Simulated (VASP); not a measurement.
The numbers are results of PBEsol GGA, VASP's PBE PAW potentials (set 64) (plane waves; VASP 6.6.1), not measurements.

Input for VASP

### INCAR
```
SYSTEM = Be
PREC = Accurate
ENCUT = 480
EDIFF = 1E-6
NELM = 100
ALGO = Normal
LREAL = .FALSE.
LASPH = .TRUE.
ISMEAR = 1
SIGMA = 0.1
GGA = PS
LWAVE = .FALSE.
LCHARG = .FALSE.
IBRION = 2
ISIF = 3
NSW = 60
EDIFFG = -0.01
```

### KPOINTS
```
Automatic mesh
0
Gamma
 16 16 9
0 0 0
```

### POSCAR
```
Be
1
    2.2900000000     0.0000000000     0.0000000000
   -1.1450000000     1.9831980000     0.0000000000
    0.0000000000     0.0000000000     3.5800000000
Be
2
Direct
  0.6666670000   0.3333330000   0.7500000000
  0.3333330000   0.6666670000   0.2500000000
```

POTCAR, in this order: Be (PBE.64 set). Program: vasp_std.

The run wrote:

### OSZICAR
```
       N       E                     dE             d eps       ncg     rms          rms(c)
DAV:   1    -0.320313855947E+01   -0.32031E+01   -0.16827E+03  1806   0.511E+02
DAV:   2    -0.798994079224E+01   -0.47868E+01   -0.45941E+01  2832   0.593E+01
DAV:   3    -0.802475017449E+01   -0.34809E-01   -0.34809E-01  2364   0.460E+00
DAV:   4    -0.802480855656E+01   -0.58382E-04   -0.58382E-04  2628   0.147E-01
DAV:   5    -0.802480874734E+01   -0.19078E-06   -0.18995E-06  2400   0.273E-03    0.121E+00
DAV:   6    -0.800318151224E+01    0.21627E-01   -0.22996E-03  2004   0.654E-01    0.737E-01
DAV:   7    -0.799388784704E+01    0.92937E-02   -0.34457E-03  2082   0.685E-01    0.128E-02
DAV:   8    -0.799388663635E+01    0.12107E-05   -0.14591E-05  2808   0.365E-02    0.538E-03
DAV:   9    -0.799388728454E+01   -0.64819E-06   -0.42632E-07  1944   0.638E-03
   1 F= -.79938873E+01 E0= -.79938403E+01  d E =-.799389E+01
       N       E                     dE             d eps       ncg     rms          rms(c)
DAV:   1    -0.800062329621E+01   -0.67367E-02   -0.23899E-02  2130   0.191E+00    0.623E-02
DAV:   2    -0.800057453279E+01    0.48763E-04   -0.33726E-05  2604   0.633E-02    0.386E-02
DAV:   3    -0.800055196561E+01    0.22567E-04   -0.15915E-05  2058   0.615E-02    0.142E-03
DAV:   4    -0.800055183479E+01    0.13083E-06   -0.78319E-08  1638   0.280E-03
   2 F= -.80005518E+01 E0= -.80004893E+01  d E =-.666455E-02
       N       E                     dE             d eps       ncg     rms          rms(c)
DAV:   1    -0.800070651367E+01   -0.15455E-03   -0.67992E-04  2160   0.321E-01    0.106E-02
DAV:   2    -0.800070591237E+01    0.60130E-06   -0.96494E-07  2568   0.108E-02
   3 F= -.80007059E+01 E0= -.80006401E+01  d E =-.681863E-02
       N       E                     dE             d eps       ncg     rms          rms(c)
DAV:   1    -0.800070491534E+01    0.15983E-05   -0.14703E-05  2100   0.534E-02    0.150E-03
DAV:   2    -0.800070502902E+01   -0.11368E-06   -0.15793E-08  1392   0.132E-03
   4 F= -.80007050E+01 E0= -.80006387E+01  d E =-.681774E-02
       N       E                     dE             d eps       ncg     rms          rms(c)
DAV:   1    -0.800073186425E+01   -0.26949E-04   -0.28856E-04  2262   0.114E-01    0.612E-03
DAV:   2    -0.800073145161E+01    0.41265E-06   -0.13131E-06  2148   0.105E-02
   5 F= -.80007315E+01 E0= -.80006583E+01  d E =-.264226E-04
```

**OUTCAR**
```
------------------------ aborting loop because EDIFF is reached ----------------------------------------
  FORCE on cell =-STRESS in cart. coord.  units (eV):
  Direction    XX          YY          ZZ          XY          YZ          ZX
  --------------------------------------------------------------------------------------
  Total        0.0058851      0.0058851      0.0087162      0.0000000      0.0000000      0.0000000
  in kB        0.5999927      0.5999926      0.8886274      0.0000000      0.0000000      0.0000000
  external PRESSURE =       0.6962042 kB  Pullay stress =       0.0000000 kB
  volume of cell :       15.72
      direct lattice vectors                 reciprocal lattice vectors
     2.260468861  0.000000000  0.000000000     0.442386098  0.255411755  0.000000000
    -1.130234430  1.957623290 -0.000000000     0.000000000  0.510823510  0.000000000
    -0.000000000 -0.000000000  3.551338799     0.000000000  0.000000000  0.281583948
 POSITION                                       TOTAL-FORCE (eV/Angst)
 -----------------------------------------------------------------------------------
      1.13024      0.65254      2.66350        -0.000000     -0.000000      0.000000
     -0.00000      1.30508      0.88783         0.000000      0.000000      0.000000
 -----------------------------------------------------------------------------------
    total drift:                                0.000003     -0.000001      0.000005
  FREE ENERGIE OF THE ION-ELECTRON SYSTEM (eV)
  ---------------------------------------------------
  free  energy   TOTEN  =        -8.0007314516 eV

  energy  without entropy=       -8.0005118548  energy(sigma->0) =       -8.00065825

 reached required accuracy - stopping structural energy minimisation
```
(Selected blocks of OUTCAR.)

File CONTCAR:
```
Be
   1.00000000000000
     2.2604688609496018    0.0000000000000000    0.0000000000000000
    -1.1302344304748009    1.9576232901336590   -0.0000000000000000
    -0.0000000000000000   -0.0000000000000000    3.5513387987096054
  Be
     2
Direct
     0.6666669999999968    0.3333330000000032    0.7500000000000000
     0.3333330000000032    0.6666669999999968    0.2500000000000000
```

Energy and stress use the plane-wave basis of the starting cell.

The compound is Be in the hcp structure. This run relaxes it. Symmetry was kept, so distortions that lower it aren't found.
